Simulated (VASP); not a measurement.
Crystal: TaTl.

```
Ta Tl
1.0
     3.62212    0.00000    0.00000
     0.00000    3.62212    0.00000
     0.00000    0.00000    3.62212
Ta Tl
1 1
Direct
  0.00000 0.00000 0.00000
  0.50000 0.50000 0.50000
```

The cell was built by a generator and needn't be a form met in nature.

| Property | Result |
| --- | --- |
| Program | VASP 6.6.1 |
| Task | relaxation of cell and atoms |
| Functional | LDA |
| Potentials or basis | VASP PAW LDA potentials, release 64 (Ta_pv, Tl_d) |
| Cutoff | 600 eV |
| k mesh | 5 × 5 × 5 |
| Occupations | fermi-dirac, width 0.05 eV |
| Spin | spin-orbit coupling, no magnetisation |

At the start: pressure -19.5 GPa; volume 23.76 Å³/atom.

Q: Where does the relaxation end?

A: Over 7 steps the energy falls by 348.5 meV/atom and the volume is 19.15 Å³/atom (-19.4 %); space group Pm-3m (No. 221, to 0.05 Å).

Step by step:
```tsv
step	energy change (eV)	largest force (eV/Å)	pressure (GPa)	volume (Å³)
1	0.0000	0.0000	-19.54	47.52
2	0.5728	0.0000	62.46	30.25
3	-0.6941	0.0000	-1.87	38.79
4	-0.6967	0.0000	-0.57	38.45
5	-0.6970	0.0000	0.10	38.28
6	-0.6970	0.0000	-0.14	38.34
7	-0.6970	0.0000	0.00	38.30
```

Final structure:
```xyz
2
Lattice="3.3709 0.0000 0.0000 0.0000 3.3709 0.0000 0.0000 0.0000 3.3709" Properties=species:S:1:pos:R:3 pbc="T T T"
Ta    0.0000    0.0000    0.0000
Tl    1.6855    1.6855    1.6855
```

Caveat: the volume moved by over 15 % at a fixed basis, so the end points are rough.
